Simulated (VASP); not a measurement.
**WC (relaxed from the NiAs type structure, space group P6_3/mmc): computed properties**

Calculation: r2SCAN meta-GGA, VASP's PBE PAW potentials (set 64) (plane waves; VASP).

```
Quantity                                                                                                    Value
----------------------------------  -----------------------------------------------------------------------------
space group                                                                                        P6_3/mmc (194)
cell                                a = 2.9136 Å, b = 2.9136 Å, c = 5.7331 Å, α = 90.00°, β = 90.00°, γ = 120.00°
volume per atom                                                                                    10.54 Å^3/atom
band gap (over mesh and band path)                                       none (metal, semimetal or under 0.01 eV)
density                                                                                               15.43 g/cm³
```

```yaml
crystal:
  lattice:
    - [2.91360, 0.00000, 0.00000]
    - [-1.45680, 2.52325, 0.00000]
    - [0.00000, 0.00000, 5.73315]
  atoms:
    - { symbol: W, position: [0.00000, 0.00000, 0.00000] }
    - { symbol: W, position: [0.00000, 0.00000, 0.50000] }
    - { symbol: C, position: [0.33333, 0.66667, 0.25000] }
    - { symbol: C, position: [0.66667, 0.33333, 0.75000] }
```

Unless said otherwise, spin-orbit coupling is left out, though it shifts the bands of the heavy elements here.

The structure was generated: WC was put into the NiAs type type (P6_3/mmc), which need not be its known phase. It was relaxed first, which changed the volume by -36 %. Symmetry was kept, so distortions that lower it aren't found.
